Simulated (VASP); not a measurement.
# TaAs: zone-centre modes, functional by functional, part 3 of 3

How much do the zone-centre frequencies of TaAs depend on the functional? The starting structure is a computed structure from the Materials Project.

VASP 6.6.1.

Results so far: LDA B1 (2) 262.0 cm⁻¹; LDA at the given cell B1 (2) 249.3 cm⁻¹; PBEsol B1 (2) 258.2 cm⁻¹.

## 5. Modes with PBE

Level of this step: PBE; plane waves and PAW (Ta_pv, As) (VASP).

PBE, the usual starting point, adds the gradient of the density. The cell comes from a relaxation at this level, not shown (70.54 Å³).

File INCAR:

```
SYSTEM = TaAs
PREC = Accurate
ENCUT = 450
EDIFF = 1E-08
NELM = 100
ISMEAR = 0
SIGMA = 0.05
LREAL = .FALSE.
ALGO = Normal
GGA = PE
NBANDS = 22
LASPH = .TRUE.
LORBIT = 11
LWAVE = .FALSE.
LCHARG = .FALSE.
KPAR = 8
IBRION = 8
ISIF = 2
```

File POSCAR:

```
TaAs
1.0
    0.0000000000     -3.4644512590      0.0000000000
   -3.4644512590      0.0000000000      0.0000000000
    1.7322256295     -1.7322256295     -5.8772480898
Ta As
2 2
Direct
    0.5001640908      0.4998359092      0.9996718184
    0.2501640908      0.2498359092      0.4996718184
    0.0824353292      0.9175646708      0.8351293416
    0.8324353292      0.6675646708      0.3351293416
```

File KPOINTS:

```
Automatic mesh
0
Gamma
10 10 10
0 0 0
```

The projector-augmented-wave data sets are Ta_pv and As (PBE family, release 64).

The run is started by

```sh
$ mpirun -np 8 vasp_std
```

The log of the run:

```text
[banner, memory and clock lines left out]
running    8 mpi-ranks, on    1 nodes
[...]
[... a notice as in an earlier step ...]

 LDA part: xc-table for (Slater+PW92), standard interpolation
 POSCAR, INCAR and KPOINTS ok, starting setup
[...]
entering main loop
       N       E                     dE             d eps       ncg     rms          rms(c)
DAV:   1     0.222825977874E+03    0.22283E+03   -0.15359E+04  4520   0.125E+03
DAV:   2    -0.272532363140E+02   -0.25008E+03   -0.24038E+03  5202   0.347E+02
DAV:   3    -0.367756431161E+02   -0.95224E+01   -0.92334E+01  5746   0.607E+01
DAV:   4    -0.369447390342E+02   -0.16910E+00   -0.16803E+00  5556   0.763E+00
[...]
DAV:  14    -0.351117673998E+02    0.25640E-07   -0.28250E-08  4786   0.131E-03    0.421E-04
DAV:  15    -0.351117674564E+02   -0.56614E-07   -0.34156E-09  3546   0.488E-04    0.127E-04
DAV:  16    -0.351117674620E+02   -0.55402E-08   -0.23526E-09  3126   0.252E-04
   1 F= -.35111767E+02 E0= -.35111417E+02  d E =-.701519E-03
[...]
RMM:   8    -0.423613818373E-01   -0.64669E-06   -0.48827E-08 23024   0.546E-04    0.171E-04
RMM:   9    -0.423618481983E-01   -0.46636E-06    0.12661E-08 22731   0.247E-04    0.149E-04
RMM:  10    -0.423618476502E-01    0.54803E-09    0.18686E-08 22953   0.114E-04    0.227E-05
 first order change of Fermi-energy  -0.16499E-06
 force on displaced ion       3 direction 2 :   0.000  -9.986  -0.002
 Linear response progress:
  Degree of freedom:   6/  6
       N       E                     dE             d eps       ncg     rms          rms(c)
RMM:   1    -0.554510392066E-01   -0.55451E-01    0.93154E-02 18047   0.116E+00
RMM:   2    -0.550626165357E-01    0.38842E-03   -0.34452E-03 12780   0.264E-01    0.185E-01
RMM:   3    -0.550330489544E-01    0.29568E-04   -0.93111E-04 13381   0.152E-01    0.145E-01
RMM:   4    -0.549844419554E-01    0.48607E-04   -0.25794E-04 12868   0.707E-02    0.903E-02
[...]
RMM:  10    -0.551114661157E-01   -0.13936E-06   -0.46433E-08 14183   0.149E-04    0.314E-05
RMM:  11    -0.551115072823E-01   -0.41167E-07   -0.95438E-09 14517   0.622E-05    0.556E-06
RMM:  12    -0.551115048436E-01    0.24387E-08   -0.11770E-08 14620   0.252E-05    0.254E-06
 first order change of Fermi-energy  -0.14007E-01
 force on displaced ion       3 direction 3 :   0.000  -0.000 -14.355
 Linear response finished
```

Wall time 4 min (8 MPI ranks of Intel Xeon 6975P-C (Granite Rapids), shared host); peak memory 6.3 GiB.

OUTCAR, selected parts (step 5):

```text
  Total        0.0055157      0.0055157      0.0010507      0.0000000      0.0000000      0.0000000
  in kB        0.1252770      0.1252770      0.0238650      0.0000000      0.0000000      0.0000000
  external PRESSURE =       0.0914730 kB  Pullay stress =       0.0000000 kB

 POSITION                                       TOTAL-FORCE (eV/Angst)
 -----------------------------------------------------------------------------------
      0.00000     -3.46445     -5.87532         0.000000     -0.000000     -0.000288
      0.00000     -1.73223     -2.93670         0.000000     -0.000000     -0.000288
     -1.73223     -1.73223     -4.90826        -0.000000      0.000000      0.000288
     -1.73223     -3.46445     -1.96964        -0.000000      0.000000      0.000288
 -----------------------------------------------------------------------------------
    total drift:                                0.000004     -0.000004     -0.000012

[... 1 part as in an earlier step ...]

[... 1 further part left out ...]
```

With PBE the modes are at the top B1 (2) 250.8, A1 242.4 cm⁻¹, at the bottom B1 (1) 162.0, E (1) 118.9 cm⁻¹, with 2 more of the listed ones between; the largest shift is -14.2 cm⁻¹, in E (3), from LDA.

## 6. Modes with PBEsol + D3(BJ)

D3 with Becke-Johnson damping keeps a finite attraction at short range. The cell comes from a relaxation at this level, not shown (66.25 Å³).

Changes to INCAR since step 5:

```diff
@@ -9,3 +9,4 @@
 ALGO = Normal
-GGA = PE
+GGA = PS
+IVDW = 12
 NBANDS = 22
@@ -16,3 +17,6 @@
 KPAR = 8
-IBRION = 8
+IBRION = 6
+NFREE = 2
+POTIM = 0.015
+NSW = 1
 ISIF = 2
```

File POSCAR:

```
TaAs
1.0
    0.0000000000     -3.4036458146      0.0000000000
   -3.4036458146      0.0000000000      0.0000000000
    1.7018229074     -1.7018229074     -5.7189716502
Ta As
2 2
Direct
    0.5005252126      0.4994747874      0.9989495746
    0.2505252126      0.2494747874      0.4989495746
    0.0820742074      0.9179257926      0.8358515854
    0.8320742074      0.6679257926      0.3358515854
```

KPOINTS is that of step 5.

The run is started by

```sh
$ mpirun -np 8 vasp_std
```

The log of the run:

```text
[banner, memory and clock lines left out]
running    8 mpi-ranks, on    1 nodes
[...]
[... a notice as in an earlier step ...]

 [... a notice as in an earlier step ...]

 LDA part: xc-table for (Slater+PW92), standard interpolation
 POSCAR, INCAR and KPOINTS ok, starting setup
[...]
entering main loop
       N       E                     dE             d eps       ncg     rms          rms(c)
DAV:   1     0.222546261613E+03    0.22255E+03   -0.15395E+04  4488   0.127E+03
DAV:   2    -0.297584420447E+02   -0.25230E+03   -0.24234E+03  5228   0.352E+02
DAV:   3    -0.392480743119E+02   -0.94896E+01   -0.92369E+01  5790   0.614E+01
DAV:   4    -0.393972623168E+02   -0.14919E+00   -0.14853E+00  5368   0.736E+00
[...]
DAV:  14    -0.376840828238E+02    0.19194E-07   -0.29604E-08  4986   0.125E-03    0.138E-04
DAV:  15    -0.376840828380E+02   -0.14164E-07   -0.18593E-09  3294   0.332E-04    0.609E-05
DAV:  16    -0.376840828406E+02   -0.26293E-08   -0.20799E-10  3060   0.111E-04
   1 F= -.40213936E+02 E0= -.40213565E+02  d E =-.742008E-03
[... from here on, the cycles between the ionic steps are left out ...]
   2 F= -.40212595E+02 E0= -.40212272E+02  d E =-.645772E-03
   3 F= -.40212595E+02 E0= -.40212272E+02  d E =-.645776E-03
   4 F= -.40211838E+02 E0= -.40211467E+02  d E =-.742561E-03
   5 F= -.40211838E+02 E0= -.40211467E+02  d E =-.742560E-03
   6 F= -.40212033E+02 E0= -.40211672E+02  d E =-.720887E-03
   7 F= -.40211985E+02 E0= -.40211624E+02  d E =-.721278E-03
   8 F= -.40212134E+02 E0= -.40211797E+02  d E =-.675305E-03
   9 F= -.40212134E+02 E0= -.40211796E+02  d E =-.675283E-03
  10 F= -.40212622E+02 E0= -.40212255E+02  d E =-.734118E-03
  11 F= -.40212622E+02 E0= -.40212255E+02  d E =-.734117E-03
  12 F= -.40212056E+02 E0= -.40211686E+02  d E =-.740621E-03
  13 F= -.40212101E+02 E0= -.40211730E+02  d E =-.742679E-03
 Finite differences progress:
  Degree of freedom:   6/  6
  Displacement:        2/  2
  Total:              12/ 12
```

Run time: 1.9 min. Hardware: 8 MPI ranks; peak memory 4.8 GiB; 15 min of CPU time.

From OUTCAR (step 6):

```text
 Edisp (eV)   -2.52987

 Edisp (eV)   -2.52984

  Total       0.01050     0.11954    -0.12931     0.00000    -0.00000     0.00000
  in kB       0.25387     2.89074    -3.12708     0.00000    -0.00000     0.00000
  external pressure =        0.01 kB  Pullay stress =        0.00 kB

 POSITION                                       TOTAL-FORCE (eV/Angst)
 -----------------------------------------------------------------------------------
     -0.00000     -3.40365     -5.71296         0.000000     -0.000000     -0.082717
     -0.00000     -1.70182     -2.85348         0.000000     -0.000000     -0.111406
     -1.70182     -1.70182     -4.79521        -0.000000      0.000000      0.244403
     -1.70182     -3.40365     -1.92073         0.000000     -0.000000     -0.050280
 -----------------------------------------------------------------------------------
    total drift:                               -0.000002      0.000003     -0.000163

  FREE ENERGIE OF THE ION-ELECTRON SYSTEM (eV)
  ---------------------------------------------------
  free  energy   TOTEN  =       -40.2121013751 eV

  energy  without entropy=      -40.2113586960  energy(sigma->0) =      -40.21173004

[... 1 part as in an earlier step ...]

[... 2 further parts left out ...]
[key lines of the parts left out:]
E-fermi :   7.2812
```

The last energy, forces and stress in OUTCAR belong to the last displaced cell, not to that of POSCAR.

With PBEsol + D3(BJ) the modes are at the top B1 (2) 269.2, E (3) 266.1 cm⁻¹, at the bottom B1 (1) 176.4, E (1) 127.7 cm⁻¹, with 2 more of the listed ones between; the largest shift is +9.9 cm⁻¹, in E (3), from LDA.

## 7. Modes with r2SCAN

r2SCAN adds the kinetic-energy density, costs more than a GGA and is run with LASPH. The cell comes from a relaxation at this level, not shown (69.58 Å³).

Changes to INCAR since step 6:

```diff
@@ -9,6 +9,5 @@
 ALGO = Normal
-GGA = PS
-IVDW = 12
+METAGGA = R2SCAN
+LASPH = .TRUE.
 NBANDS = 22
-LASPH = .TRUE.
 LORBIT = 11
```

File POSCAR:

```
TaAs
1.0
    0.0000000000     -3.4433273492      0.0000000000
   -3.4433273492      0.0000000000      0.0000000000
    1.7216636746     -1.7216636746     -5.8682321646
Ta As
2 2
Direct
    0.4999929099      0.5000070901      0.0000141803
    0.2499929099      0.2500070901      0.5000141803
    0.0826065101      0.9173934899      0.8347869797
    0.8326065101      0.6673934899      0.3347869797
```

KPOINTS is that of step 6.

The run is started by

```sh
$ mpirun -np 8 vasp_std
```

The log of the run:

```text
[banner, memory and clock lines left out]
running    8 mpi-ranks, on    1 nodes
[...]
[... a notice as in an earlier step ...]

 [... a notice as in an earlier step ...]

 LDA part: xc-table for (None), standard interpolation
 POSCAR, INCAR and KPOINTS ok, starting setup
[...]
entering main loop
       N       E                     dE             d eps       ncg     rms          rms(c)
DAV:   1     0.129421997360E+03    0.12942E+03   -0.15839E+04  4488   0.130E+03
DAV:   2    -0.127940560649E+03   -0.25736E+03   -0.24746E+03  5206   0.359E+02
DAV:   3    -0.137586826292E+03   -0.96463E+01   -0.93939E+01  5830   0.629E+01
DAV:   4    -0.137745078111E+03   -0.15825E+00   -0.15758E+00  5502   0.767E+00
[...]
DAV:  15    -0.129082676066E+03   -0.97923E-07   -0.25206E-08  4604   0.102E-03    0.186E-04
DAV:  16    -0.129082676055E+03    0.11376E-07   -0.12310E-09  3180   0.262E-04    0.407E-05
DAV:  17    -0.129082676055E+03   -0.25648E-09   -0.16062E-10  3066   0.985E-05
   1 F= -.12908268E+03 E0= -.12908244E+03  d E =-.478919E-03
[... from here on, the cycles between the ionic steps are left out ...]
   2 F= -.12908150E+03 E0= -.12908128E+03  d E =-.438259E-03
   3 F= -.12908150E+03 E0= -.12908128E+03  d E =-.438261E-03
   4 F= -.12908094E+03 E0= -.12908071E+03  d E =-.474864E-03
   5 F= -.12908094E+03 E0= -.12908070E+03  d E =-.474865E-03
   6 F= -.12908094E+03 E0= -.12908072E+03  d E =-.451318E-03
   7 F= -.12908091E+03 E0= -.12908063E+03  d E =-.542344E-03
   8 F= -.12908119E+03 E0= -.12908096E+03  d E =-.448591E-03
   9 F= -.12908119E+03 E0= -.12908097E+03  d E =-.448600E-03
  10 F= -.12908150E+03 E0= -.12908127E+03  d E =-.474513E-03
  11 F= -.12908150E+03 E0= -.12908127E+03  d E =-.474519E-03
  12 F= -.12908094E+03 E0= -.12908068E+03  d E =-.531112E-03
  13 F= -.12908098E+03 E0= -.12908077E+03  d E =-.432723E-03
 Finite differences progress:
  Degree of freedom:   6/  6
  Displacement:        2/  2
  Total:              12/ 12
```

Elapsed: 6.5 min, on 8 MPI ranks; peak memory 4.8 GiB; 52 min of CPU time.

Parts of OUTCAR (step 7):

```text
  Total        0.0128315      0.0873290     -0.1024680      0.0000000      0.0000000      0.0000000
  in kB        0.2954773      2.0109690     -2.3595813      0.0000000      0.0000000      0.0000000
  external PRESSURE =      -0.0177116 kB  Pullay stress =       0.0000000 kB

 POSITION                                       TOTAL-FORCE (eV/Angst)
 -----------------------------------------------------------------------------------
     -1.72166     -1.72166     -0.00008        -0.000000      0.000000     -0.081382
      0.00000     -1.72166     -2.93420        -0.000000      0.000000     -0.097362
     -1.72166     -1.72166     -4.91372         0.000000     -0.000000      0.225768
     -1.72166     -3.44333     -1.96461        -0.000000      0.000000     -0.047024
 -----------------------------------------------------------------------------------
    total drift:                               -0.000001      0.000003      0.000249

  FREE ENERGIE OF THE ION-ELECTRON SYSTEM (eV)
  ---------------------------------------------------
  free  energy   TOTEN  =      -129.0809820333 eV

  energy  without entropy=     -129.0805493099  energy(sigma->0) =     -129.08076567

[... 1 part as in an earlier step ...]

[... 2 further parts left out ...]
[key lines of the parts left out:]
E-fermi :   6.9096
```

With r2SCAN the modes are at the top B1 (2) 258.2, A1 249.7 cm⁻¹, at the bottom B1 (1) 168.4, E (1) 122.3 cm⁻¹, with 2 more of the listed ones between; the largest shift is -14.7 cm⁻¹, in E (3), from LDA.

## 8. Modes with r2SCAN + rVV10

rVV10 adds a nonlocal correlation energy for dispersion. The cell comes from a relaxation at this level, not shown (69.22 Å³).

Changes to INCAR since step 7:

```diff
@@ -10,2 +10,6 @@
 METAGGA = R2SCAN
+LUSE_VDW = .TRUE.
+IVDW_NL = 2
+BPARAM = 11.95
+CPARAM = 0.0093
 LASPH = .TRUE.
```

File POSCAR:

```
TaAs
1.0
    0.0000000000     -3.4391555543      0.0000000000
   -3.4391555543      0.0000000000      0.0000000000
    1.7195777772     -1.7195777772     -5.8522844968
Ta As
2 2
Direct
    0.5000456925      0.4999543075      0.9999086150
    0.2500456925      0.2499543075      0.4999086150
    0.0825537275      0.9174462725      0.8348925450
    0.8325537275      0.6674462725      0.3348925450
```

KPOINTS is that of step 7.

The run is started by

```sh
$ mpirun -np 8 vasp_std
```

The log of the run:

```text
[banner, memory and clock lines left out]
running    8 mpi-ranks, on    1 nodes
[...]
[... a notice as in an earlier step ...]

|                                                                             |
|               ----> ADVICE to this user running VASP <----                  |
|                                                                             |
|     You have switched on vdW-DFT.                                           |
|     This routine was written and supplied by Jiri Klimes. We recommend      |
|     that you carefully read and cite the following publications:            |
|       J. Klimes, D.R. Bowler, A. Michelides                                 |
|          J. Phys.: Cond Matt. 22 022201 (2010)                              |
|       J. Klimes, D.R. Bowler, A. Michelides                                 |
|          Phys. Rev. B. 83, 195131 (2011)                                    |
|     and references therein.                                                 |
[...]
Total rVV10 correction in eV:      0.4896927    38.6268234
Total rVV10 correction in eV:      0.4896927    38.6268234
Total rVV10 correction in eV:      0.4896927    38.6268234
Total rVV10 correction in eV:      0.4896927    38.6268234
Total rVV10 correction in eV:      0.4896927    38.6268234
Total rVV10 correction in eV:      0.4896927    38.6268234
   1 F= -.12859137E+03 E0= -.12859111E+03  d E =-.513879E-03
[... from here on, the cycles between the ionic steps are left out ...]
   2 F= -.12859017E+03 E0= -.12858994E+03  d E =-.460731E-03
   3 F= -.12859017E+03 E0= -.12858994E+03  d E =-.460733E-03
   4 F= -.12858958E+03 E0= -.12858933E+03  d E =-.509164E-03
   5 F= -.12858958E+03 E0= -.12858933E+03  d E =-.509165E-03
   6 F= -.12858958E+03 E0= -.12858934E+03  d E =-.481219E-03
   7 F= -.12858958E+03 E0= -.12858929E+03  d E =-.575401E-03
   8 F= -.12858984E+03 E0= -.12858960E+03  d E =-.474942E-03
   9 F= -.12858984E+03 E0= -.12858960E+03  d E =-.474952E-03
  10 F= -.12859017E+03 E0= -.12858992E+03  d E =-.508614E-03
  11 F= -.12859017E+03 E0= -.12858992E+03  d E =-.508621E-03
  12 F= -.12858963E+03 E0= -.12858934E+03  d E =-.568130E-03
  13 F= -.12858963E+03 E0= -.12858939E+03  d E =-.465323E-03
 Finite differences progress:
  Degree of freedom:   6/  6
  Displacement:        2/  2
  Total:              12/ 12
```

Elapsed: 13 min, on 8 MPI ranks; peak memory 5 GiB.

From OUTCAR (step 8):

```text
  Total        0.0156000      0.0942294     -0.1051504     -0.0000000     -0.0000000      0.0000000
  in kB        0.3610820      2.1810626     -2.4338423     -0.0000000     -0.0000000      0.0000000
  external PRESSURE =       0.0361008 kB  Pullay stress =       0.0000000 kB

 POSITION                                       TOTAL-FORCE (eV/Angst)
 -----------------------------------------------------------------------------------
      0.00000     -3.43916     -5.85175         0.000000     -0.000000     -0.083349
      0.00000     -1.71958     -2.92561         0.000000     -0.000000     -0.101089
     -1.71958     -1.71958     -4.90103        -0.000000      0.000000      0.230733
     -1.71958     -3.43916     -1.95989         0.000000     -0.000000     -0.046295
 -----------------------------------------------------------------------------------
    total drift:                               -0.000000      0.000002     -0.000117

  FREE ENERGIE OF THE ION-ELECTRON SYSTEM (eV)
  ---------------------------------------------------
  free  energy   TOTEN  =      -128.5896260769 eV

  energy  without entropy=     -128.5891607535  energy(sigma->0) =     -128.58939342

[... 1 part as in an earlier step ...]

[... 2 further parts left out ...]
[key lines of the parts left out:]
E-fermi :   6.9494
```

With r2SCAN + rVV10 the modes are at the top B1 (2) 260.3, A1 251.7 cm⁻¹, at the bottom B1 (1) 170.0, E (1) 123.1 cm⁻¹, with 2 more of the listed ones between; the largest shift is -11.4 cm⁻¹, in E (3), from LDA.

## 9. All runs side by side

```tsv
run	B1 (2)	E (3)	A1	E (2)	B1 (1)	E (1)	method	core minutes
LDA	262.0	256.2	253.6	235.0	171.0	125.5	perturbation theory	20.8
LDA at the given cell	249.3	239.5	241.6	220.7	161.0	120.0	perturbation theory	19.9
PBEsol	258.2	253.5	250.4	231.8	168.1	123.7	perturbation theory	26.4
PBE	250.8	242.0	242.4	222.7	162.0	118.9	perturbation theory	32.0
PBEsol + D3(BJ)	269.2	266.1	260.4	244.2	176.4	127.7	finite displacements	15.6
r2SCAN	258.2	241.5	249.7	226.8	168.4	122.3	finite displacements	51.7
r2SCAN + rVV10	260.3	244.8	251.7	229.5	170.0	123.1	finite displacements	106.0
```

Modes are in cm⁻¹, degenerate ones as one, matched between runs by symmetry and order. A number in brackets counts the listed modes of one symmetry from the lowest. The symmetry labels come from an automatic analysis and can be wrong where levels nearly coincide. Core minutes are wall time times ranks of the run shown, on a shared host.

## 10. Outcome

```json
{
  "B1 (2), LDA": "262.0 cm⁻¹",
  "E (1), LDA": "125.5 cm⁻¹",
  "B1 (2), LDA at the given cell": "249.3 cm⁻¹",
  "E (1), LDA at the given cell": "120.0 cm⁻¹",
  "B1 (2), PBEsol": "258.2 cm⁻¹",
  "E (1), PBEsol": "123.7 cm⁻¹",
  "B1 (2), PBE": "250.8 cm⁻¹",
  "E (1), PBE": "118.9 cm⁻¹",
  "B1 (2), PBEsol + D3(BJ)": "269.2 cm⁻¹",
  "E (1), PBEsol + D3(BJ)": "127.7 cm⁻¹",
  "B1 (2), r2SCAN": "258.2 cm⁻¹",
  "E (1), r2SCAN": "122.3 cm⁻¹",
  "B1 (2), r2SCAN + rVV10": "260.3 cm⁻¹",
  "E (1), r2SCAN + rVV10": "123.1 cm⁻¹"
}
```

Among the runs matched mode by mode, on the cells relaxed at each level, the B1 (2) mode of TaAs, the highest of the listed ones in the run with LDA, lies between 251 cm⁻¹ (PBE) and 269 cm⁻¹ (PBEsol + D3(BJ)). Among the runs matched mode by mode, on the cells relaxed at each level, the E (1) mode of TaAs, the lowest of the listed ones in the run with LDA, lies between 119 cm⁻¹ (PBE) and 128 cm⁻¹ (PBEsol + D3(BJ)). Taking the given cell, +3.7 % in volume, instead of the one relaxed with LDA moves E (3) by -16.7 cm⁻¹. Some levels use perturbation theory and the others finite displacements, so their times can't be compared. The mesh isn't converged: on a 14×14×14 mesh, in a run told elsewhere, E (3) with LDA is 259.5 cm⁻¹ in place of 256.2. These runs have no gap, or one under 0.08 eV; such runs hang more on mesh and smearing, and if the crystal is a semiconductor, they miss the splitting by its long-range field. Spin-orbit coupling is left out, which can matter with elements this heavy. The frequencies are harmonic. Further runs on this material are not shown.

[Lines on the potential files, build, host, timing and source positions are cut from VASP's logs without a mark.]

[Logs are printed without paths, hosts, clocks, repeated set-up lines and the standing remarks that a program may print on its own settings, such as how far it seeks lower states.]

[Hosts, paths, dates, database ids (printed as entryN), source tags and the programs' standing remarks are cut or masked in the printed files.]
